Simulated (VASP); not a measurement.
Energy against volume of Si (diamond). Method: rev-vdW-DF2, VASP's PBE PAW potentials (set 64) (plane waves; VASP). Run with 520 eV cut-off, 8×8×8 Γ-centred mesh, Gaussian smearing of 0.050 eV, potentials Si.

```csv
V (Å³/atom),E (eV/atom)
19.079,-4.38875
19.688,-4.40642
20.297,-4.41193
20.906,-4.40707
```

Question: Fit these four points and predict the energy of the run at 21.515 Å³/atom.

Answer: A cubic in V^(−2/3), the third-order Birch-Murnaghan form, passes through the four points with V0 = 20.30 Å³/atom and B0 = 91 GPa, and gives -4.3934 eV/atom there. The run gave -4.3934 eV/atom, -0.0 meV/atom from the fit; all five points give B0 = 91 GPa.

The compound is Si in the diamond structure. It was relaxed first.
